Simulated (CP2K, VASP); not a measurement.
A VASP calculation is set up with these files.

File POSCAR:
```
V3Re
1
    0.0000000000     2.9414210000     2.9414210000
    2.9414210000     0.0000000000     2.9414210000
    2.9414210000     2.9414210000     0.0000000000
V Re
3 1
Direct
  0.7678110000   0.7488080000   0.7475770000
  0.2572990000   0.2470980000   0.2507260000
 -0.0150890000  -0.0053160000  -0.0045910000
  0.4899790000   0.5094090000   0.5062880000
```

**KPOINTS**
```
K-points
0
G
 5 5 5
```

INCAR:
```
SYSTEM=V3Re
ENCUT=300   ! plane-wave cut-off (eV)
LWAVE=.FALSE.
LCHARG=.FALSE.
PREC=Accurate
ISMEAR=0   ! Gaussian
LASPH=.TRUE.   ! aspherical one-centre terms
ALGO=Normal   ! blocked Davidson
SIGMA=0.1   ! width (eV)
LMAXMIX=6
ISIF=2
NELM=100
LREAL=.FALSE.
EDIFF=1E-6   ! SCF stop (eV)
```

POTCAR, in this order: V_sv Re (LDA.64 set). Program: vasp_std.

Translate it to CP2K.

One input that does it (LDA (Pade form), GPW, DZVP-MOLOPT-SR-GTH basis, GTH-PADE potentials (GTH_POTENTIALS)):
```
&GLOBAL
  PROJECT scf
  RUN_TYPE ENERGY_FORCE
  PRINT_LEVEL LOW
&END GLOBAL
&FORCE_EVAL
  METHOD Quickstep
  STRESS_TENSOR ANALYTICAL
  &DFT
    BASIS_SET_FILE_NAME BASIS_MOLOPT
    POTENTIAL_FILE_NAME GTH_POTENTIALS
    &QS
      METHOD GPW
      EPS_DEFAULT 1E-10
    &END QS
    &MGRID
      CUTOFF 600
      REL_CUTOFF 60
      NGRIDS 5
    &END MGRID
    &SCF
      SCF_GUESS ATOMIC
      EPS_SCF 1E-6
      MAX_SCF 100
      ADDED_MOS 10
      &DIAGONALIZATION
        ALGORITHM STANDARD
      &END DIAGONALIZATION
      &MIXING
        METHOD BROYDEN_MIXING
        ALPHA 0.2
        NBUFFER 8
        BETA 1
      &END MIXING
      &SMEAR ON
        METHOD GAUSSIAN
        SIGMA [eV] 0.1
      &END SMEAR
    &END SCF
    &KPOINTS
      SCHEME MONKHORST-PACK 5 5 5
    &END KPOINTS
    &XC
      &XC_FUNCTIONAL PADE
      &END XC_FUNCTIONAL
    &END XC
    &PRINT
      &MO
        EIGENVALUES T
        OCCUPATION_NUMBERS T
        NDIGITS 8
        FILENAME mo
        &EACH
          QS_SCF 0
        &END EACH
        ADD_LAST NUMERIC
      &END MO
      &MULLIKEN OFF
      &END MULLIKEN
    &END PRINT
  &END DFT
  &SUBSYS
    &CELL
      ABC 4.15979700 4.15979736 4.15979724
      ALPHA_BETA_GAMMA 59.99999565 59.99999395 59.99999489
      PERIODIC XYZ
    &END CELL
    &COORD
      SCALED
      V        0.76781100     0.74880800     0.74757700
      V        0.25729900     0.24709800     0.25072600
      V       -0.01508900    -0.00531600    -0.00459100
      Re       0.48997900     0.50940900     0.50628800
    &END COORD
    &KIND V
      BASIS_SET DZVP-MOLOPT-SR-GTH-q13
      POTENTIAL GTH-PADE-q13
    &END KIND
    &KIND Re
      BASIS_SET DZVP-MOLOPT-SR-GTH-q15
      POTENTIAL GTH-PADE-q15
    &END KIND
  &END SUBSYS
  &PRINT
    &FORCES ON
    &END FORCES
    &STRESS_TENSOR ON
    &END STRESS_TENSOR
  &END PRINT
&END FORCE_EVAL
```
The two runs describe the same crystal, functional and task. Each code takes its own potentials, basis and convergence tests.

VASP's LDA is the Perdew-Zunger fit; the other code's may be Perdew-Wang, which differs slightly.

The structure comes from a computed database's V3Re entry; how it stands against other phases isn't given here. The cell was not relaxed at this level, atoms are displaced from their ideal sites, and it may have been scaled.
